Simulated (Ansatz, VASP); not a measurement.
# Two plane-wave programs on Os2Au

```
Os Au
1.0
     0.00000    2.99985    2.99985
     2.99985    0.00000    2.99985
     2.99985    2.99985    0.00000
Os Au
2 1
Direct
  0.25000 0.25000 0.25000
  0.75000 0.75000 0.75000
  0.00000 0.00000 0.00000
```

Alike in both runs: functional PBE; k mesh 14 × 14 × 14; occupations gaussian, width 0.1 eV; no spin polarisation.

Ansatz relaxed the structure, and its values are those at the end. VASP's run is a single point on that final structure, the one shown.

```csv
,VASP,Ansatz
version,VASP 6.6.1,Ansatz 0.2.0
potentials or method,"VASP PAW PBE potentials, release 64 (Os, Au)","scalar-relativistic, plane waves, PAW"
plane-wave cutoff (eV),520,420
valence electrons in the cell,27,51
```

VASP gave:

```
gap on the k mesh at the Fermi level (eV) : none
pressure (GPa)                            : -0.5
```

Question: What did Ansatz give for the same quantities?

Answer: gap on the k mesh at the Fermi level (eV): none; pressure (GPa): 0.0.

A gap of «none» marks a metal or a gap that the smearing closes. The two sets of potentials don't hold the same shells in valence.

Spin-orbit coupling is left out, which matters for the levels of Au, Os.
